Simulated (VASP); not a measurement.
OSZICAR of a VASP run on Os (hcp):

**OSZICAR**
```
       N       E                     dE             d eps       ncg     rms          rms(c)
DAV:   1     0.101678751990E+03    0.10168E+03   -0.76386E+03  3240   0.127E+03
DAV:   2    -0.163023796792E+02   -0.11798E+03   -0.10661E+03  3416   0.392E+02
DAV:   3    -0.237451590483E+02   -0.74428E+01   -0.68209E+01  4084   0.774E+01
DAV:   4    -0.239427604751E+02   -0.19760E+00   -0.19591E+00  3436   0.135E+01
DAV:   5    -0.239452972045E+02   -0.25367E-02   -0.25344E-02  3840   0.124E+00    0.203E+01
DAV:   6    -0.227680605078E+02    0.11772E+01   -0.14323E+00  3528   0.111E+01    0.874E+00
DAV:   7    -0.224601602176E+02    0.30790E+00   -0.86665E-01  3880   0.851E+00    0.377E-01
DAV:   8    -0.224545391308E+02    0.56211E-02   -0.71033E-03  3312   0.674E-01    0.232E-01
DAV:   9    -0.224522909161E+02    0.22482E-02   -0.12574E-03  3504   0.421E-01    0.494E-02
DAV:  10    -0.224523299924E+02   -0.39076E-04   -0.57060E-05  3644   0.785E-02    0.106E-02
DAV:  11    -0.224523013603E+02    0.28632E-04   -0.57449E-06  3384   0.275E-02    0.895E-04
DAV:  12    -0.224523004626E+02    0.89768E-06   -0.15537E-07  2816   0.473E-03    0.606E-04
DAV:  13    -0.224523002971E+02    0.16551E-06   -0.13912E-08  1724   0.110E-03    0.263E-04
DAV:  14    -0.224523002390E+02    0.58044E-07   -0.38687E-09  1672   0.839E-04
   1 F= -.23561020E+02 E0= -.23561475E+02  d E =-.235610E+02
```

### Question
Which electronic solver shows in the log?

### Answer
It is blocked Davidson (ALGO = Normal, or the opening steps of other solvers). The INCAR had ALGO = Normal.

### Question
Can the final energy be trusted as converged?

### Answer
The run converged. It stopped with EDIFF = 1E-7, NELM = 100, NSW = 30 and EDIFFG = -0.01 after 1 ionic step (PBE GGA with D3 dispersion (zero damping), plane waves, VASP's PBE PAW potentials (set 64)).

The compound is Os in the hcp structure. This cell is one point of a volume scan, at 1.06 of the reference volume.
